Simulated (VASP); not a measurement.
Given:

```xyz
4
Lattice="0.0000 3.6404 3.6404 3.6404 0.0000 3.6404 3.6404 3.6404 0.0000" Properties=species:S:1:pos:R:3 pbc="T T T"
Sn     1.8202     1.8202     1.8202
Sn     5.4607     5.4607     5.4607
Sn     3.6404     3.6404     3.6404
Ge     0.0000     0.0000     0.0000
```

Method: PBEsol GGA, VASP's PBE PAW potentials (set 64) (plane waves; VASP 6.6.1). Run with 400 eV cut-off, Gaussian smearing of 0.050 eV, potentials Sn_d Ge_d.

Unless said otherwise, spin-orbit coupling is left out, though it shifts the bands of the heavy elements here.

Question: What does the run give for the band gap (along the path) with the smallest direct gap where there is one?

Answer: 
The band gap (along the path) comes out as none (metal, semimetal or under 0.01 eV).

The absolute energy has meaning only against runs of the same code, potentials and settings.

The structure comes from a computed database's Sn3Ge entry (Fm-3m); how it stands against other phases isn't given here. It was relaxed first, which changed the volume by -5 %. VASP warned that the highest band is occupied, so more bands are needed.
